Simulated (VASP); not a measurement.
# Te (relaxed from the beta-Sn structure, space group I4_1/amd): computed properties

These are r2SCAN meta-GGA, VASP's PBE PAW potentials (set 64) (plane waves; VASP) values and carry that method's errors.

```
Quantity                                                                                                  Result
----------------------------------  ----------------------------------------------------------------------------
space group                                                                                       I4_1/amd (141)
cell                                a = 6.3921 Å, b = 6.3921 Å, c = 3.1301 Å, α = 90.00°, β = 90.00°, γ = 90.00°
volume per atom                                                                                    31.97 Å³/atom
band gap (over mesh and band path)                                      none (metal, semimetal or under 0.01 eV)
density                                                                                               6.63 g/cm³
```

```yaml
crystal:
  lattice:
    - [-3.19607, 3.19607, 1.56507]
    - [3.19607, -3.19607, 1.56507]
    - [3.19607, 3.19607, -1.56507]
  atoms:
    - { symbol: Te, position: [0.75000, 0.25000, 0.50000] }
    - { symbol: Te, position: [0.00000, 0.00000, 0.00000] }
```

Unless said otherwise, spin-orbit coupling is left out, though it shifts the bands of the heavy elements here.

The structure was generated: Te was put into the beta-Sn type (I4_1/amd), which need not be its known phase. It was relaxed first, which changed the volume by +8 %. Symmetry was kept, so distortions that lower it aren't found.
